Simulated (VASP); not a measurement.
Here is the system:

```yaml
crystal:
  lattice:
    - [1.61895, -2.80411, 0.00000]
    - [1.61895, 2.80411, 0.00000]
    - [0.00000, 0.00000, 5.26934]
  atoms:
    - { symbol: Ga, position: [0.66667, 0.33333, 0.50005] }
    - { symbol: Ga, position: [0.33333, 0.66667, 0.00005] }
    - { symbol: N, position: [0.66667, 0.33333, 0.87695] }
    - { symbol: N, position: [0.33333, 0.66667, 0.37695] }
```

Computed with TPSS meta-GGA, VASP's PBE PAW potentials (set 64) (plane waves; VASP 6.6.1). Numerical set-up: 520 eV cut-off, 8×8×4 Γ-centred mesh, Gaussian smearing of 0.050 eV, potentials Ga_d N.

Question: Estimate the energy per atom (σ→0), pressure.

Answer: 
| Property | Result |
|---|---|
| energy per atom (σ→0) | -11.007 eV/atom |
| pressure | -5.08 GPa |

Total energies compare only between runs with the same potentials, cut-off and functional.

The compound is GaN in the wurtzite structure. This cell is one point of a volume scan, at 1.03 of the reference volume.
